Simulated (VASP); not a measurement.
# Nb3Sn: interstitial O from one void to a neighbouring one, part 3 of 4

Wanted: the minimum-energy path in Nb3Sn for this move: interstitial O from one void to a neighbouring one. The start is a cell from a database of measured crystal structures.

VASP 6.6.1, plane waves and PAW; the level of theory is named at each step.

So far. Step 2 (Relax the host): The run ended after 3 ionic steps, 0.050 eV below its first step, once forces and stress met EDIFFG = -0.02. Step 3 (Relax the start): The run ended after 8 ionic steps, 1.436 eV below its first step, once the forces on the free atoms met EDIFFG = -0.05.

**4. Relax the end**

Level of this step: r2SCAN; plane waves and PAW (Sn, Nb_pv, O) (VASP).

The end state is relaxed in the same way, so that both ends share their errors.

The input, INCAR:

```
SYSTEM = Nb12Sn4O
PREC = Normal
ENCUT = 400
EDIFF = 1E-05
NELM = 120
ISMEAR = 1
SIGMA = 0.15
LREAL = Auto
ALGO = Normal
METAGGA = R2SCAN
LASPH = .TRUE.
NBANDS = 95
LORBIT = 11
LWAVE = .FALSE.
LCHARG = .FALSE.
KPAR = 3
IBRION = 2
NSW = 60
ISIF = 2
EDIFFG = -0.05
POTIM = 0.4
MAXMIX = 40
ISYM = 0
```

The input, POSCAR:

```
Nb12Sn4O
1.0
    0.0000000000      5.3260553482      5.3260553482
    5.3260553482      0.0000000000      5.3260553482
    5.3260553482      5.3260553482      0.0000000000
Sn Nb O
4 12 1
Direct
    0.2519685160      0.2461485144      0.2507789293
    0.7480539428      0.7553799952      0.7479213622
   -0.0028962991      0.0017175675     -0.0017929083
    0.4985664830      0.4977452784      0.5024578823
    0.3765775427      0.8716697545      0.1241719221
    0.8728881679      0.3709204305      0.6299639223
    0.6262630962      0.1226196535      0.8783356055
    0.1284106009      0.6225411223      0.3744141682
    0.8698875540      0.1245480342      0.3788161181
    0.3758252007      0.6270862367      0.8725006592
    0.8693304285      0.6261815855      0.1245455299
    0.3734148355      0.1241809711      0.6291377667
    0.1267180195      0.8750408970      0.6249551646
    0.6236583224      0.3759855854      0.1273048130
    0.1232421072      0.3683056551      0.8807223382
    0.6226461125      0.8720015250      0.3774778070
    0.1247715949     -0.1215330074      0.3727827639
```

The input, KPOINTS:

```
Automatic mesh
0
Gamma
3 3 3
0 0 0
```

Potentials, in the order of the species: Sn, Nb_pv and O (PBE family, release 64).

On the command line:

```
> mpirun -np 3 vasp_std
```

The program printed:

```text
[... set-up lines as in an earlier step ...]
 entering main loop
       N       E                     dE             d eps       ncg     rms          rms(c)
DAV:   1     0.173826231814E+04    0.17383E+04   -0.64381E+04  2692   0.145E+03
DAV:   2    -0.246890760642E+03   -0.19852E+04   -0.19378E+04  2700   0.773E+02
DAV:   3    -0.432631520557E+03   -0.18574E+03   -0.17537E+03  4568   0.182E+02
DAV:   4    -0.449180181309E+03   -0.16549E+02   -0.15841E+02  4424   0.529E+01
DAV:   5    -0.449973134552E+03   -0.79295E+00   -0.77524E+00  4424   0.112E+01    0.952E+01
DAV:   6    -0.406855663164E+03    0.43117E+02   -0.35027E+01  4016   0.382E+01    0.305E+01
DAV:   7    -0.406751979401E+03    0.10368E+00   -0.60379E+00  4088   0.147E+01    0.102E+01
DAV:   8    -0.406580014846E+03    0.17196E+00   -0.18526E+00  4080   0.103E+01    0.496E+00
DAV:   9    -0.406576376006E+03    0.36388E-02   -0.80298E-01  4096   0.480E+00    0.177E+00
DAV:  10    -0.406565771418E+03    0.10605E-01   -0.69596E-02  4008   0.154E+00    0.147E+00
DAV:  11    -0.406555959797E+03    0.98116E-02   -0.74723E-02  4368   0.111E+00    0.631E-01
DAV:  12    -0.406558692966E+03   -0.27332E-02   -0.16163E-02  4016   0.721E-01    0.288E-01
DAV:  13    -0.406558864970E+03   -0.17200E-03   -0.28883E-03  4040   0.387E-01    0.173E-01
DAV:  14    -0.406558968820E+03   -0.10385E-03   -0.93018E-04  4264   0.181E-01    0.961E-02
DAV:  15    -0.406558956315E+03    0.12506E-04   -0.20031E-04  4088   0.103E-01    0.856E-02
DAV:  16    -0.406558955075E+03    0.12398E-05   -0.42390E-05  2576   0.439E-02
   1 F= -.40655896E+03 E0= -.40656502E+03  d E =-.406559E+03
 curvature:   0.00 expect dE= 0.000E+00 dE for cont linesearch  0.000E+00
 trial: gam= 0.00000 g(F)=  0.358E+01 g(S)=  0.000E+00 ort = 0.000E+00 (trialstep = 0.100E+01)
 search vector abs. value=  0.358E+01
 bond charge predicted
       N       E                     dE             d eps       ncg     rms          rms(c)
DAV:   1    -0.400826555353E+03    0.57324E+01   -0.53494E+02  3212   0.140E+02    0.804E+00
DAV:   2    -0.407614441375E+03   -0.67879E+01   -0.70397E+01  2908   0.345E+01    0.119E+01
DAV:   3    -0.407586738191E+03    0.27703E-01   -0.40507E+00  4112   0.109E+01    0.722E+00
DAV:   4    -0.407546358105E+03    0.40380E-01   -0.98104E-01  4352   0.467E+00    0.670E+00
DAV:   5    -0.407553719192E+03   -0.73611E-02   -0.26227E-01  4240   0.310E+00    0.361E+00
DAV:   6    -0.407538449255E+03    0.15270E-01   -0.56020E-02  4200   0.155E+00    0.206E+00
DAV:   7    -0.407532335876E+03    0.61134E-02   -0.25389E-02  4016   0.775E-01    0.139E+00
DAV:   8    -0.407531517683E+03    0.81819E-03   -0.43050E-03  4280   0.363E-01    0.101E+00
DAV:   9    -0.407530319946E+03    0.11977E-02   -0.31101E-03  4680   0.355E-01    0.527E-01
DAV:  10    -0.407529826326E+03    0.49362E-03   -0.20236E-03  4568   0.210E-01    0.271E-01
DAV:  11    -0.407529748648E+03    0.77678E-04   -0.36291E-04  3864   0.788E-02    0.179E-01
DAV:  12    -0.407529716995E+03    0.31653E-04   -0.85526E-05  3176   0.390E-02    0.127E-01
DAV:  13    -0.407529702822E+03    0.14173E-04   -0.14733E-04  3688   0.522E-02    0.382E-02
DAV:  14    -0.407529704838E+03   -0.20154E-05   -0.41018E-05  2752   0.321E-02
   2 F= -.40752970E+03 E0= -.40752588E+03  d E =-.970750E+00
[... from here on, the cycles between the ionic steps are left out ...]
   3 F= -.40772658E+03 E0= -.40772964E+03  d E =-.116762E+01
   4 F= -.40779433E+03 E0= -.40779867E+03  d E =-.677505E-01
   5 F= -.40780681E+03 E0= -.40781113E+03  d E =-.802274E-01
   6 F= -.40783093E+03 E0= -.40783523E+03  d E =-.241193E-01
   7 F= -.40784737E+03 E0= -.40785155E+03  d E =-.405637E-01
   8 F= -.40784774E+03 E0= -.40785188E+03  d E =-.409386E-01
   9 F= -.40785516E+03 E0= -.40785871E+03  d E =-.741502E-02
  10 F= -.40785515E+03 E0= -.40785870E+03  d E =-.740807E-02
 curvature:  -1.04 expect dE=-0.288E-02 dE for cont linesearch -0.313E-05
 trial: gam= 0.28168 g(F)=  0.278E-02 g(S)=  0.000E+00 ort =-0.208E-03 (trialstep = 0.143E+01)
 search vector abs. value=  0.379E-02
 bond charge predicted
       N       E                     dE             d eps       ncg     rms          rms(c)
DAV:   1    -0.407845276354E+03    0.98848E-02   -0.65366E-01  3227   0.545E+00    0.327E-01
DAV:   2    -0.407857058890E+03   -0.11783E-01   -0.11291E-01  2794   0.136E+00    0.282E-01
DAV:   3    -0.407857201454E+03   -0.14256E-03   -0.64467E-03  4520   0.396E-01    0.123E-01
DAV:   4    -0.407857136319E+03    0.65135E-04   -0.83791E-04  4184   0.158E-01    0.768E-02
DAV:   5    -0.407857117276E+03    0.19043E-04   -0.20023E-04  4184   0.850E-02    0.566E-02
DAV:   6    -0.407857120241E+03   -0.29654E-05   -0.42858E-05  2520   0.450E-02
  11 F= -.40785712E+03 E0= -.40786092E+03  d E =-.196731E-02
 trial-energy change:   -0.001967  1 .order   -0.001949   -0.003886   -0.000012
 step:   1.4344(harm=  1.4344)  dis= 0.00538  next Energy=  -407.857102 (dE=-0.195E-02)
 reached required accuracy - stopping structural energy minimisation
```

The job ended after 22 min (3 MPI ranks of Intel Xeon 6975P-C (Granite Rapids), shared host; peak memory 1.2 GiB; 57 min of CPU time).

From OUTCAR (step 4):

```text
 Found     14 irreducible k-points:

   NELECT =     154.0000    total number of electrons

 E-fermi :   6.0746

 k-point     1 :       0.0000    0.0000    0.0000
  band No.  band energies     occupation
    ...
     75       5.8830      2.07012
     76       5.8842      2.07034
     77       5.9132      2.06264
     78       6.0485      1.28936
     79       6.0578      1.18811
     80       6.1763      0.09625
     81       6.5772     -0.00002
     82       6.8965     -0.00000
     83       6.9041     -0.00000
     84       7.6194     -0.00000
    ...

 k-point     2 :       0.3333    0.0000    0.0000
  band No.  band energies     occupation
    ...
     73       5.4291      2.00000
     74       5.6039      2.00008
     75       5.6409      2.00034
     76       5.8076      2.03041
     77       5.8873      2.07075
     78       6.1599      0.18888
     79       6.2655     -0.07025
     80       6.6321     -0.00000
     81       7.0341     -0.00000
     82       7.0618     -0.00000
    ...

  Total        9.9971068     11.3801357     11.3865254     -0.2391412     -0.0078929     -0.3661556
  in kB       53.0075696     60.3407913     60.3746714     -1.2679960     -0.0418504     -1.9414634
  external PRESSURE =      57.9076775 kB  Pullay stress =       0.0000000 kB

 POSITION                                       TOTAL-FORCE (eV/Angst)
 -----------------------------------------------------------------------------------
      2.61810      2.66348      2.69059         0.010742     -0.001891      0.004718
      7.93815      7.99177      7.94503        -0.011392     -0.002432     -0.001940
      0.04823      5.29197      5.31421         0.011159     -0.007294      0.001274
      5.37943      5.36003      5.31596         0.002575      0.036549     -0.000214
      5.17378      2.66514      6.70786        -0.010768      0.004677      0.021526
      5.28815      7.98760      6.61076        -0.006764     -0.002370      0.008288
      5.28898      7.99067      4.01627        -0.007724     -0.003867      0.022475
      5.18842      2.67338      3.92612         0.011231     -0.010616     -0.008676
      2.81646      6.60024      5.30807        -0.017120     -0.033604     -0.014310
      8.03070      6.69597      5.31654         0.003084     -0.033354      0.008687
      3.99616      5.32963      7.97521        -0.003580      0.001830      0.001933
      3.99485      5.32911      2.65018         0.016618      0.005925     -0.009341
      8.13420      4.05300      5.31728        -0.024897      0.033132     -0.025270
      2.70170      3.96200      5.31996         0.022547      0.018654     -0.000672
      6.65789      5.32485      2.65517         0.011584      0.002026      0.003353
      6.66150      5.32640      7.97975        -0.024364      0.002368      0.010495
      6.65851      2.65504      5.33348         0.017069     -0.009731     -0.022326
 -----------------------------------------------------------------------------------
    total drift:                               -0.002753      0.000188      0.005834

  FREE ENERGIE OF THE ION-ELECTRON SYSTEM (eV)
  ---------------------------------------------------
  free  energy   TOTEN  =      -407.8571202410 eV

  energy  without entropy=     -407.8685126512  energy(sigma->0) =     -407.86091771

 total charge
# of ion       s       p       d       tot
------------------------------------------
    1        1.303   2.110   0.251   3.665
    2        1.303   2.118   0.254   3.674
    3        1.303   2.111   0.251   3.665
    4        1.303   2.116   0.253   3.672
    5        0.370   6.361   3.148   9.879
    6        0.367   6.313   3.173   9.853
    7        0.367   6.312   3.176   9.855
    8        0.367   6.357   3.142   9.866
    9        0.369   6.359   3.146   9.875
   10        0.367   6.313   3.174   9.854
   11        0.360   6.302   3.126   9.788
   12        0.361   6.303   3.130   9.793
   13        0.368   6.358   3.143   9.868
   14        0.367   6.312   3.176   9.855
   15        0.356   6.305   3.122   9.782
   16        0.356   6.304   3.122   9.783
   17        1.609   3.598   0.000   5.206
--------------------------------------------------
tot         11.194  87.952  38.787 137.933

[... 6 parts as in an earlier step ...]

[... 6 further parts left out ...]
```

Step by step:

```
step  energy less that of the first step (eV)  largest force (eV/Å)
   1                                   0.0000                4.7662
   2                                  -0.9707                1.9341
   3                                  -1.1676                0.6157
   4                                  -1.2354                0.3404
   5                                  -1.2479                0.3764
   6                                  -1.2720                0.2177
   7                                  -1.2884                0.1911
   8                                  -1.2888                0.2074
   9                                  -1.2962                0.0952
  10                                  -1.2962                0.1096
  11                                  -1.2982                0.0485
```

The atoms that moved most (Å):

```
atom      dx      dy      dz  length
Nb13   0.145   0.050  -0.018   0.154
 Nb9   0.136  -0.050   0.012   0.145
 Nb5  -0.130  -0.002   0.060   0.143
 Nb8  -0.121  -0.005  -0.073   0.142
 Sn2  -0.069   0.024  -0.062   0.096
Nb10   0.044   0.047  -0.025   0.069
 Sn4   0.052   0.029   0.010   0.060
 Nb7  -0.042  -0.023   0.028   0.055
```

The relaxed structure:

```
Sn Nb O
1.0
     0.00000    5.32606    5.32606
     5.32606    0.00000    5.32606
     5.32606    5.32606    0.00000
Sn Nb O
4 12 1
Direct
  0.25685 0.24833 0.24324
  0.75090 0.74083 0.74961
  0.99116 0.00662 0.00244
  0.49723 0.50087 0.50915
  0.39421 0.86523 0.10618
  0.87403 0.36719 0.62570
  0.63067 0.12341 0.86963
  0.13247 0.60468 0.36947
  0.85353 0.14310 0.38571
  0.37380 0.62441 0.88341
  0.87388 0.62351 0.12679
  0.37405 0.12354 0.62652
  0.11604 0.88231 0.64494
  0.61774 0.38111 0.12615
  0.12412 0.37441 0.87565
  0.62379 0.87446 0.37628
  0.12486 0.87653 0.37364
```

Numbers from this step:

```
electronic cycles       : 89
free energy (TOTEN)     : -407.8571 eV
energy at zero smearing : -407.8609 eV
Fermi energy            : 6.075 eV
```

The run ended after 11 ionic steps, 1.298 eV below its first step, once the forces on the free atoms met EDIFFG = -0.05.

(Part 3 of 4 ends here.)

[Lines on the potential files, build, host, timing and source positions are cut from VASP's logs without a mark.]

[Logs are printed without paths, hosts, clocks, repeated set-up lines and the standing remarks that a program may print on its own settings, such as how far it seeks lower states.]

[Hosts, paths, dates, database ids (printed as entryN), source tags and the programs' standing remarks are cut or masked in the printed files.]

[Runs that stopped without an error message from VASP are left out.]
